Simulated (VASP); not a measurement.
Consider the following.

```
CELL_PARAMETERS angstrom
      4.48580     0.00000     0.00000
      0.00000     4.48580     0.00000
      0.00000     0.00000    12.60204
ATOMIC_POSITIONS crystal
  Mg 0.50000 0.00000 0.60785
  Mg 0.00000 0.50000 0.39215
  Mg 0.50000 0.00000 0.13090
  Mg 0.00000 0.50000 0.86910
  Te 0.50000 0.50000 0.26167
  Te 0.50000 0.50000 0.73833
  Te 0.00000 0.00000 0.00000
  Se 0.00000 0.00000 0.50000
```

Calculation: r2SCAN meta-GGA, VASP's PBE PAW potentials (set 64) (plane waves; VASP 6.6.1). Numerical set-up: 400 eV cut-off, 6×6×3 Γ-centred mesh, Gaussian smearing of 0.010 eV, potentials Mg Te Se.

Unless said otherwise, spin-orbit coupling is left out, though it shifts the bands of the heavy elements here.

**Question.** What does the run give for the energy per atom (σ→0), band gap (on the k-mesh) with the smallest direct gap where there is one?

**Answer.** 
The band gap (on the k-mesh) comes out as 2.78 eV and the smallest direct gap (on the k-mesh) comes out as 2.78 eV. The energy per atom (σ→0) comes out as -14540 meV/atom.

The absolute energy has meaning only against runs of the same code, potentials and settings.

The structure comes from a computed database's Mg4Te3Se entry (P-4m2); how it stands against other phases isn't given here. It was relaxed first.
